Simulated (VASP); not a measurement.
These are PBE GGA with spin-orbit coupling, VASP's PBE PAW potentials (set 64) (plane waves; VASP) values and carry that method's errors.

VASP ran on this input.

**KPOINTS**
```
Automatic mesh
0
Gamma
5 5 5
0 0 0
```

File POSCAR:
```
Sc3CuC
4.549860
  1.0000000000   0.0000000000   0.0000000000
  0.0000000000   1.0000000000   0.0000000000
  0.0000000000   0.0000000000   1.0000000000
Cu C Sc
1 1 3
Direct
  0.0000000000   0.0000000000   0.0000000000
  0.5000000000   0.5000000000   0.5000000000
  0.0000000000   0.5000000000   0.5000000000
  0.5000000000   0.5000000000   0.0000000000
  0.5000000000   0.0000000000   0.5000000000
```

### INCAR
```
SYSTEM  =  Sc3CuC
PREC  =  Accurate; ENCUT  =  520; LREAL  =  F
LASPH  =  T
EDIFF  =  1E-6; NELM  =  100; ALGO  =  Normal
LMAXMIX  =  4
ISMEAR  =  0; SIGMA  =  0.05
GGA  =  PE; GGA_COMPAT  =  F
MAGMOM  =  15*0; LSORBIT  =  T
ISIF  =  2
LWAVE  =  F; LCHARG  =  F
```

POTCAR, in this order: Cu C Sc_sv (PBE.64 set). Program: vasp_ncl.

Output of the run:

OSZICAR:
```
       N       E                     dE             d eps       ncg     rms          rms(c)
DAV:   1     0.943425285979E+03    0.94343E+03   -0.20677E+04  1120   0.199E+03
DAV:   2     0.836910617330E+02   -0.85973E+03   -0.84872E+03  1584   0.796E+02
DAV:   3    -0.292715789582E+02   -0.11296E+03   -0.10799E+03  1832   0.377E+02
DAV:   4    -0.425842550174E+02   -0.13313E+02   -0.12303E+02  1808   0.968E+01
DAV:   5    -0.436553233468E+02   -0.10711E+01   -0.10464E+01  1784   0.266E+01    0.224E+01
DAV:   6    -0.381428943463E+02    0.55124E+01   -0.12660E+02  1560   0.150E+02    0.142E+01
DAV:   7    -0.329891241713E+02    0.51538E+01   -0.32656E+01  1592   0.688E+01    0.389E+00
DAV:   8    -0.330559158375E+02   -0.66792E-01   -0.39332E+00  1912   0.156E+01    0.183E+00
DAV:   9    -0.330424515484E+02    0.13464E-01   -0.56416E-01  1680   0.119E+01    0.113E+00
DAV:  10    -0.330472160742E+02   -0.47645E-02   -0.36914E-01  1800   0.106E+01    0.117E+00
DAV:  11    -0.330283756103E+02    0.18840E-01   -0.10888E-01  1520   0.644E+00    0.159E-01
DAV:  12    -0.330293506830E+02   -0.97507E-03   -0.15012E-02  1752   0.123E+00    0.755E-02
DAV:  13    -0.330295167037E+02   -0.16602E-03   -0.25176E-03  1744   0.444E-01    0.712E-02
DAV:  14    -0.330294325301E+02    0.84174E-04   -0.47499E-04  1840   0.344E-01    0.221E-02
DAV:  15    -0.330294401451E+02   -0.76150E-05   -0.20463E-04  1472   0.716E-02    0.124E-02
DAV:  16    -0.330294384576E+02    0.16875E-05   -0.12764E-05  1336   0.506E-02    0.568E-03
DAV:  17    -0.330294382967E+02    0.16084E-06   -0.47630E-06  1360   0.209E-02
   1 F= -.33029438E+02 E0= -.33023855E+02  d E =-.111665E-01  mag=     0.0000    -0.0000     0.0000
```

### OUTCAR
```
------------------------ aborting loop because EDIFF is reached ----------------------------------------
  FORCE on cell =-STRESS in cart. coord.  units (eV):
  Direction    XX          YY          ZZ          XY          YZ          ZX
  --------------------------------------------------------------------------------------
  Total       -2.1709426     -2.1709426     -2.1709426      0.0000000      0.0000000      0.0000000
  in kB      -36.9287675    -36.9287675    -36.9287675      0.0000000      0.0000000      0.0000000
  external PRESSURE =     -36.9287675 kB  Pullay stress =       0.0000000 kB
  volume of cell :       94.19
      direct lattice vectors                 reciprocal lattice vectors
     4.549860000  0.000000000  0.000000000     0.219786982  0.000000000  0.000000000
     0.000000000  4.549860000  0.000000000     0.000000000  0.219786982  0.000000000
     0.000000000  0.000000000  4.549860000     0.000000000  0.000000000  0.219786982
 POSITION                                       TOTAL-FORCE (eV/Angst)
 -----------------------------------------------------------------------------------
      0.00000      0.00000      0.00000         0.000000      0.000000      0.000000
      2.27493      2.27493      2.27493         0.000000      0.000000      0.000000
      0.00000      2.27493      2.27493         0.000000      0.000000      0.000000
      2.27493      2.27493      0.00000         0.000000      0.000000      0.000000
      2.27493      0.00000      2.27493         0.000000      0.000000      0.000000
 -----------------------------------------------------------------------------------
    total drift:                                0.000000      0.000000      0.000000
  FREE ENERGIE OF THE ION-ELECTRON SYSTEM (eV)
  ---------------------------------------------------
  free  energy   TOTEN  =       -33.0294382967 eV

  energy  without entropy=      -33.0182717861  energy(sigma->0) =      -33.02385504

 Ion:    1  E_soc:     -0.0139625

 Ion:    2  E_soc:     -0.0000268

 Ion:    3  E_soc:     -0.0070138

 Ion:    4  E_soc:     -0.0070138

 Ion:    5  E_soc:     -0.0070138
```
(Selected blocks of OUTCAR.)

The structure was generated: Sc3CuC was put into the cubic-perovskite type (Pm-3m), which need not be its known phase. The cell was not relaxed at this level. The run is one of a series of settings (GGA_COMPAT = .FALSE., LSORBIT = .TRUE., MAGMOM = 0 0 0 0 0 0 0 0 0 0 0 0 0 0 0, program vasp_ncl against the base run), some of them coarse on purpose.
